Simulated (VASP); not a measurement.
A VASP calculation is set up with these files.

INCAR:
```
SYSTEM  =  CdSe
PREC  =  Accurate; ENCUT  =  520; LREAL  =  .FALSE.
LASPH  =  .TRUE.
EDIFF  =  1E-6; NELM  =  100; ALGO  =  Normal
LMAXMIX  =  4
ISMEAR  =  0; SIGMA  =  0.05
GGA  =  91
IBRION  =  2; NSW  =  60; ISIF  =  3
EDIFFG  =  -0.02
LWAVE  =  .FALSE.; LCHARG  =  .FALSE.
```

### POSCAR
```
CdSe
1
    2.1973868826    -3.8059854727    -0.0000000000
    2.1973868826     3.8059854727     0.0000000000
    0.0000000000     0.0000000000     7.1543498740
Cd Se
2 2
Direct
  0.6666670000   0.3333330000   0.5001086283
  0.3333330000   0.6666670000   0.0001086283
  0.6666670000   0.3333330000   0.8758913717
  0.3333330000   0.6666670000   0.3758913717
```

### KPOINTS
```
Automatic mesh
0
Gamma
5 5 3
0 0 0
```

POTCAR, in this order: Cd Se (PBE.64 set). Program: vasp_std.

Translate this PW91 calculation to Quantum ESPRESSO's pw.x.

One equivalent input (not run):
```
&CONTROL
  calculation = 'vc-relax'
  pseudo_dir = './pseudo'
  outdir = './out'
  tprnfor = .true.
  tstress = .true.
  nstep = 60
  forc_conv_thr = 0.00078
/
&SYSTEM
  ibrav = 0
  nat = 4
  ntyp = 2
  ecutwfc = 102
  occupations = 'smearing'
  smearing = 'gaussian'
  degauss = 0.003675
  input_dft = 'pw91'
/
&ELECTRONS
  conv_thr = 7.3e-08
  electron_maxstep = 100
/
&IONS
/
&CELL
/
ATOMIC_SPECIES
  Cd 112.414 Cd.upf
  Se 78.971 Se.upf
CELL_PARAMETERS angstrom
     2.1973869   -3.8059855   -0.0000000
     2.1973869    3.8059855    0.0000000
     0.0000000    0.0000000    7.1543499
ATOMIC_POSITIONS crystal
  Cd   0.6666670  0.3333330  0.5001086
  Cd   0.3333330  0.6666670  0.0001086
  Se   0.6666670  0.3333330  0.8758914
  Se   0.3333330  0.6666670  0.3758914
K_POINTS automatic
  5 5 3 0 0 0
```
Limits of the translation: the potentials are each code's own (VASP's PAW set, PseudoDojo norm-conserving files in pw.x), so ENCUT and ecutwfc are chosen apart and not converted; conv_thr bounds pw.x's estimated SCF error, while EDIFF bounds the energy change between steps; forc_conv_thr acts on force components and is met together with etot_conv_thr.

The compound is CdSe in the wurtzite structure. It was relaxed first, which changed the volume by +7 %. The start is the result of an earlier pass.
